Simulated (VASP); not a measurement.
Input:

```
CELL_PARAMETERS angstrom
      3.56153     0.00000     0.00000
      0.00000     3.56153     0.00000
      0.00000     0.00000     3.56153
ATOMIC_POSITIONS crystal
  Y  0.00000 0.00000 0.00000
  Al 0.50000 0.50000 0.50000
```

These are PBEsol GGA, VASP's PBE PAW potentials (set 64) (plane waves; VASP 6.6.1) values and carry that method's errors. Run with 400 eV cut-off, Gaussian smearing of 0.050 eV, potentials Y_sv Al.

Q: Give the energies of bands 5 to 10 at the high-symmetry points, in eV from the Fermi level.

A: 
```
band      Γ      X      M      R
----  -----  -----  -----  -----
5     -7.85  -5.09  -4.99  -2.75
6     -0.81  -4.21  -1.27  -2.75
7     -0.81   0.27  -1.27  -2.75
8      3.28   0.79  -0.77  -1.50
9      3.28   0.79   2.01   3.66
10     3.28   4.38   2.01   3.66
```

It has no gap at this level: it comes out as a metal or semimetal.

The structure was generated: YAl was put into the CsCl type type (Pm-3m), which need not be its known phase. It was relaxed first, which changed the volume by -32 %.
